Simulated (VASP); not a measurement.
# C (relaxed from the bcc structure, space group Im-3m): computed properties

All values below come from r2SCAN meta-GGA, VASP's PBE PAW potentials (set 64) (plane waves; VASP).

```yaml
space_group: Im-3m (229)
cell: a = b = c = 2.387 Å, α = β = γ = 90.00°
volume_per_atom: 6.80 Å³/atom
band gap (over mesh and band path): none (metal, semimetal or under 0.01 eV)
density: 2.93 g/cm³
```

C is taken in the cubic space group Im-3m (No. 229), the bcc (W type) structure, Pearson symbol cI2. Cell: a = b = c = 2.3867 Å, α = β = γ = 90.00°. C on 2a has no neighbour by this rule. (Neighbours: up to the widest gap in distance over summed covalent radii, below 1.35, at either atom.)
(The calculation used a cell of 1 atom; values per cell refer to that cell.)

The structure was generated: C was put into the bcc type (Im-3m), which need not be its known phase. It was relaxed first, which changed the volume by -7 %. Symmetry was kept, so distortions that lower it aren't found.
